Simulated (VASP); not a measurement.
Computed with SCAN meta-GGA, VASP's PBE PAW potentials (set 64) (plane waves; VASP 6.6.1).

The input files of a VASP run:

### INCAR
```
LMAXMIX = 4
ISIF = 2   ! forces and stress, cell fixed
LWAVE = .FALSE.
LREAL = .FALSE.
LCHARG = .FALSE.
NELM = 100
METAGGA = SCAN
SYSTEM = ZnSe
ALGO = Normal   ! blocked Davidson
ISMEAR = 0
LMIXTAU = .TRUE.
SIGMA = 0.05   ! width (eV)
ENCUT = 520
LASPH = .TRUE.
PREC = Accurate
EDIFF = 1E-7   ! SCF stop (eV)
```

File POSCAR:
```
ZnSe
1
    0.0000000000     2.7645216860     2.7645216860
    2.7645216860     0.0000000000     2.7645216860
    2.7645216860     2.7645216860     0.0000000000
Zn Se
1 1
Direct
  0.0000000000   0.0000000000   0.0000000000
  0.2500000000   0.2500000000   0.2500000000
```

### KPOINTS
```
Automatic
0
Gamma
  8 8 8
0 0 0
```

POTCAR, in this order: Zn Se (PBE.64 set). Program: vasp_std.

The run wrote:

**OSZICAR**
```
       N       E                     dE             d eps       ncg     rms          rms(c)
DAV:   1     0.574915935222E+02    0.57492E+02   -0.93505E+03   754   0.167E+03
DAV:   2    -0.321780020933E+02   -0.89670E+02   -0.85868E+02   839   0.288E+02
DAV:   3    -0.377079554383E+02   -0.55300E+01   -0.55090E+01   894   0.721E+01
DAV:   4    -0.377559545612E+02   -0.47999E-01   -0.47989E-01   844   0.727E+00
DAV:   5    -0.377561779141E+02   -0.22335E-03   -0.22335E-03   869   0.466E-01    0.578E+00
DAV:   6    -0.348950501833E+02    0.28611E+01   -0.15194E+00   879   0.426E+01    0.513E+00
DAV:   7    -0.350230969736E+02   -0.12805E+00   -0.54883E-01   754   0.160E+01    0.237E+00
DAV:   8    -0.350581582866E+02   -0.35061E-01   -0.16514E-01   774   0.598E+00    0.770E-01
DAV:   9    -0.349841851081E+02    0.73973E-01   -0.19886E-01   759   0.522E+00    0.306E-01
DAV:  10    -0.350981649561E+02   -0.11398E+00   -0.10209E-01   754   0.423E+00    0.120E-01
DAV:  11    -0.350983576134E+02   -0.19266E-03   -0.20229E-03   899   0.569E-01    0.744E-02
DAV:  12    -0.350985343606E+02   -0.17675E-03   -0.13706E-03   759   0.591E-01    0.104E-01
DAV:  13    -0.350989378043E+02   -0.40344E-03   -0.82044E-04   754   0.381E-01    0.373E-02
DAV:  14    -0.350989726494E+02   -0.34845E-04   -0.49097E-05   804   0.131E-01    0.295E-02
DAV:  15    -0.350989741503E+02   -0.15009E-05   -0.64610E-05   754   0.127E-01    0.119E-02
DAV:  16    -0.350989842065E+02   -0.10056E-04   -0.26990E-05   784   0.895E-02    0.211E-03
DAV:  17    -0.350989845011E+02   -0.29462E-06   -0.46626E-06   774   0.304E-02    0.226E-03
DAV:  18    -0.350989856244E+02   -0.11233E-05   -0.78161E-07   844   0.163E-02    0.271E-03
DAV:  19    -0.350989854202E+02    0.20423E-06   -0.14896E-07   595   0.556E-03    0.639E-04
DAV:  20    -0.350989859997E+02   -0.57952E-06   -0.84194E-08   552   0.466E-03    0.111E-03
DAV:  21    -0.350989858430E+02    0.15669E-06   -0.11046E-08   412   0.230E-03    0.603E-04
DAV:  22    -0.350989858208E+02    0.22230E-07   -0.11380E-09   407   0.516E-04
   1 F= -.35098986E+02 E0= -.35098986E+02  d E =-.191644E-11
```

File OUTCAR:
```
------------------------ aborting loop because EDIFF is reached ----------------------------------------
  FORCE on cell =-STRESS in cart. coord.  units (eV):
  Direction    XX          YY          ZZ          XY          YZ          ZX
  --------------------------------------------------------------------------------------
  Total        1.3312817      1.3312817      1.3312817      0.0000000     -0.0000000     -0.0000000
  in kB       50.4766527     50.4766527     50.4766527      0.0000000     -0.0000000     -0.0000000
  external PRESSURE =      50.4766527 kB  Pullay stress =       0.0000000 kB
  volume of cell :       42.26
      direct lattice vectors                 reciprocal lattice vectors
     0.000000000  2.764521686  2.764521686    -0.180863114  0.180863114  0.180863114
     2.764521686  0.000000000  2.764521686     0.180863114 -0.180863114  0.180863114
     2.764521686  2.764521686  0.000000000     0.180863114  0.180863114 -0.180863114
  FREE ENERGIE OF THE ION-ELECTRON SYSTEM (eV)
  ---------------------------------------------------
  free  energy   TOTEN  =       -35.0989858208 eV

  energy  without entropy=      -35.0989858208  energy(sigma->0) =      -35.09898582
```
(Selected blocks of OUTCAR.)

The compound is ZnSe in the zinc blende structure. This cell is one point of a volume scan, at 0.94 of the reference volume.
